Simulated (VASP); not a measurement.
Data:

```yaml
crystal:
  lattice:
    - [3.56502, 0.00000, 0.00000]
    - [-1.78251, 3.08740, 0.00000]
    - [0.00000, 0.00000, 7.16274]
  atoms:
    - { symbol: Mo, position: [0.00000, 0.00000, 0.00000] }
    - { symbol: Mo, position: [0.00000, 0.00000, 0.50000] }
    - { symbol: Sb, position: [0.33333, 0.66667, 0.25000] }
    - { symbol: Sb, position: [0.66667, 0.33333, 0.75000] }
```

These are r2SCAN meta-GGA, VASP's PBE PAW potentials (set 64) (plane waves; VASP) values and carry that method's errors. Numerical set-up: 400 eV cut-off, 11×11×5 Γ-centred mesh, tetrahedra with Blöchl corrections, potentials Mo_sv Sb.

Problem. Give the energies of bands 11 to 22 at the high-symmetry points, in eV from the Fermi level.

Solution. 
```csv
band,Γ,M,K,A,L,H
11,-7.07,-6.99,-5.94,-4.93,-6.26,-5.31
12,-3.03,-4.95,-5.32,-4.93,-6.26,-5.31
13,-2.98,-4.79,-5.32,-2.26,-3.91,-4.88
14,-2.98,-3.61,-4.06,-2.26,-3.91,-4.88
15,-1.20,-3.05,-4.06,-2.26,-2.78,-4.08
16,-1.20,-2.85,-3.25,-2.26,-2.78,-4.08
17,-1.11,-2.03,-1.19,-0.77,-2.08,-1.44
18,-1.11,-0.53,-1.19,-0.77,-2.08,-1.44
19,-0.68,-0.36,0.37,-0.77,0.84,0.83
20,-0.21,0.76,0.37,-0.77,0.84,0.83
21,-0.21,0.93,0.52,-0.33,1.37,1.37
22,0.67,1.09,0.97,-0.33,1.37,1.37
```

It has no gap at this level: it comes out as a metal or semimetal.

The structure was generated: MoSb was put into the NiAs type type (P6_3/mmc), which need not be its known phase. It was relaxed first, which changed the volume by -36 %.
